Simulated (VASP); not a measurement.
Output of a VASP run:

**OUTCAR**
```
 ion  position               nearest neighbor table
   1  0.333  0.667  0.250-   2 3.52   2 3.52   2 3.52   2 3.52   2 3.52   2 3.52
   2  0.667  0.333  0.750-   1 3.52   1 3.52   1 3.52   1 3.52   1 3.52   1 3.52
  LATTYP: Found a hexagonal cell.
 ALAT       =     3.6108004088
 C/A-ratio  =     1.5677964327
 Subroutine PRICEL returns:
 Original cell was already a primitive cell.
 Subroutine GETGRP returns: Found 24 space group operations
The static configuration has the point symmetry D_3d.
 The point group associated with its full space group is D_6h.
The dynamic configuration has the point symmetry D_3d.
 Subroutine INISYM returns: Found 24 space group operations
 Subroutine IBZKPT returns following result:
 Found     64 irreducible k-points:

 Following reciprocal coordinates:
            Coordinates               Weight
  0.000000  0.000000  0.000000      1.000000
  0.090909  0.000000  0.000000      6.000000
  0.181818  0.000000  0.000000      6.000000
  0.272727  0.000000  0.000000      6.000000
  0.363636  0.000000  0.000000      6.000000
  0.454545  0.000000  0.000000      6.000000
  0.090909  0.090909  0.000000      6.000000
  0.181818  0.090909  0.000000     12.000000
  0.272727  0.090909  0.000000     12.000000
  0.363636  0.090909  0.000000     12.000000
  0.454545  0.090909  0.000000      6.000000
  0.181818  0.181818  0.000000      6.000000
  0.272727  0.181818  0.000000     12.000000
  0.363636  0.181818  0.000000     12.000000
  0.272727  0.272727  0.000000      6.000000
  0.363636  0.272727  0.000000      6.000000
  0.000000  0.000000  0.166667      2.000000
  0.090909  0.000000  0.166667     12.000000
  0.181818  0.000000  0.166667     12.000000
  0.272727  0.000000  0.166667     12.000000
  0.363636  0.000000  0.166667     12.000000
  0.454545  0.000000  0.166667     12.000000
  0.090909  0.090909  0.166667     12.000000
  0.181818  0.090909  0.166667     24.000000
  0.272727  0.090909  0.166667     24.000000
  0.363636  0.090909  0.166667     24.000000
  0.454545  0.090909  0.166667     12.000000
  0.181818  0.181818  0.166667     12.000000
  0.272727  0.181818  0.166667     24.000000
  0.363636  0.181818  0.166667     24.000000
  0.272727  0.272727  0.166667     12.000000
  0.363636  0.272727  0.166667     12.000000
  0.000000  0.000000  0.333333      2.000000
  0.090909  0.000000  0.333333     12.000000
  0.181818  0.000000  0.333333     12.000000
  0.272727  0.000000  0.333333     12.000000
  0.363636  0.000000  0.333333     12.000000
  0.454545  0.000000  0.333333     12.000000
  0.090909  0.090909  0.333333     12.000000
  0.181818  0.090909  0.333333     24.000000
   k-points           NKPTS =     64   k-points in BZ     NKDIM =     64   number of bands    NBANDS=     13
   number of dos      NEDOS =    301   number of ions     NIONS =      2
   total plane-waves  NPLWV =  23040
   dimension x,y,z NGX =    24 NGY =   24 NGZ =   40
   dimension x,y,z NGXF=    48 NGYF=   48 NGZF=   80
   ions per type =               2
   PREC   = accura    normal or accurate (medium, high low for compatibility)
   ISTART =      0    job   : 0-new  1-cont  2-samecut
   ICHARG =      2    charge: 1-file 2-atom 10-const
   ISPIN  =      1    spin polarized calculation?
   LNONCOLLINEAR =      F non collinear calculations
   LSORBIT =      F    spin-orbit coupling
   INIWAV =      1    electr: 0-lowe 1-rand  2-diag
   ENCUT  =  400.0 eV  29.40 Ry    5.42 a.u.   5.89  5.89  9.23*2*pi/ulx,y,z
   NELM   =    100;   NELMIN=  2; NELMDL= -5     # of ELM steps
   EDIFF  = 0.1E-05   stopping-criterion for ELM
   LREAL  =      F    real-space projection
   NLSPLINE    = F    spline interpolate recip. space projectors
   LMAXMIX     =    6 max onsite mixed and CHGCAR
   VOSKOWN=      0    Vosko Wilk Nusair interpolation
   EDIFFG = 0.1E-04   stopping-criterion for IOM
   NSW    =      0    number of steps for IOM
...
```

OSZICAR:
```
       N       E                     dE             d eps       ncg     rms           ort
DAV:   1     0.516436588198E+02    0.51644E+02   -0.70894E+03   832   0.113E+03
DAV:   2    -0.529082210529E+01   -0.56934E+02   -0.55923E+02   832   0.342E+02
DAV:   3    -0.885394715418E+01   -0.35631E+01   -0.33116E+01   832   0.527E+01
DAV:   4    -0.893555403636E+01   -0.81607E-01   -0.79526E-01   832   0.707E+00
DAV:   5    -0.893664783136E+01   -0.10938E-02   -0.10934E-02   832   0.768E-01
SDA:   6    -0.890695412140E+01    0.29694E-01   -0.10934E-02   832   0.116E+00   0.000E+00
CGA:   7    -0.892555597672E+01   -0.18602E-01   -0.18586E-01   832   0.162E-01  -0.194E-03
CGA:   8    -0.893042370327E+01   -0.48677E-02   -0.48788E-02   832   0.767E-02  -0.105E-03
CGA:   9    -0.893173295192E+01   -0.13092E-02   -0.13087E-02   832   0.187E-02  -0.146E-04
CGA:  10    -0.893234210610E+01   -0.60915E-03   -0.60447E-03   832   0.461E-03   0.388E-04
CGA:  11    -0.893248076968E+01   -0.13866E-03   -0.13772E-03   832   0.235E-03   0.122E-04
CGA:  12    -0.893253956206E+01   -0.58792E-04   -0.58708E-04   832   0.595E-04   0.401E-05
CGA:  13    -0.893255725286E+01   -0.17691E-04   -0.17530E-04   832   0.168E-04   0.247E-05
CGA:  14    -0.893256221687E+01   -0.49640E-05   -0.49453E-05   832   0.538E-05   0.360E-06
CGA:  15    -0.893256421250E+01   -0.19956E-05   -0.20539E-05   832   0.280E-05  -0.427E-06
CGA:  16    -0.893256500422E+01   -0.79172E-06   -0.79735E-06   832   0.891E-06  -0.898E-07
   1 F= -.89325650E+01 E0= -.89336073E+01  d E =0.312689E-02
```

File OUTCAR:
```
------------------------ aborting loop because EDIFF is reached ----------------------------------------
  FORCE on cell =-STRESS in cart. coord.  units (eV):
  Direction    XX          YY          ZZ          XY          YZ          ZX
  --------------------------------------------------------------------------------------
  Total       -0.8198021     -0.8198023     -1.0075306      0.0000000      0.0000000      0.0000000
  in kB      -20.5489137    -20.5489199    -25.2544624      0.0000000      0.0000000      0.0000000
  external PRESSURE =     -22.1174320 kB  Pullay stress =       0.0000000 kB
  volume of cell :       63.92
      direct lattice vectors                 reciprocal lattice vectors
     1.805400000 -3.127045000  0.000000000     0.276946937 -0.159895364  0.000000000
     1.805400000  3.127045000  0.000000000     0.276946937  0.159895364  0.000000000
     0.000000000  0.000000000  5.661000000     0.000000000  0.000000000  0.176647235
 POSITION                                       TOTAL-FORCE (eV/Angst)
 -----------------------------------------------------------------------------------
      1.80540      1.04235      1.41525        -0.000000     -0.000000      0.000000
      1.80540     -1.04235      4.24575         0.000000      0.000000      0.000000
 -----------------------------------------------------------------------------------
    total drift:                               -0.000002      0.000074     -0.000012
  FREE ENERGIE OF THE ION-ELECTRON SYSTEM (eV)
  ---------------------------------------------------
  free  energy   TOTEN  =        -8.9325650042 eV

  energy  without entropy=       -8.9356918913  energy(sigma->0) =       -8.93360730
```
(Selected blocks of OUTCAR.)

File POSCAR:
```
Tm
1
    1.8054000000    -3.1270450000     0.0000000000
    1.8054000000     3.1270450000     0.0000000000
    0.0000000000     0.0000000000     5.6610000000
Tm
2
Direct
  0.3333330000   0.6666670000   0.2500000000
  0.6666670000   0.3333330000   0.7500000000
```

Problem. Write an INCAR and KPOINTS that could have produced this output.

Solution. This is not unique; one that fits is the input of the run itself, PBE GGA, plane waves, VASP's PBE PAW potentials (set 64).

### KPOINTS
```
Regular mesh
0
G
  11 11 6
0 0 0
```

INCAR:
```
SYSTEM = Tm
PREC = Accurate
ENCUT = 400
EDIFF = 1E-6
NELM = 100
ALGO = All
LREAL = .FALSE.
LASPH = .TRUE.
ISMEAR = 1
SIGMA = 0.1
GGA = PE
LMAXMIX = 6
LWAVE = .FALSE.
LCHARG = .FALSE.
ISIF = 2
```

POTCAR, in this order: Tm_3 (PBE.64 set). Program: vasp_std.

The 4f electrons are frozen in the core of the lanthanide potential, so 4f levels, which can set the real gap, and their magnetism are missing.

The compound is Tm in the hcp structure. The cell was not relaxed at this level. The run is one of a series of settings (ALGO = All against the base run), some of them coarse on purpose.
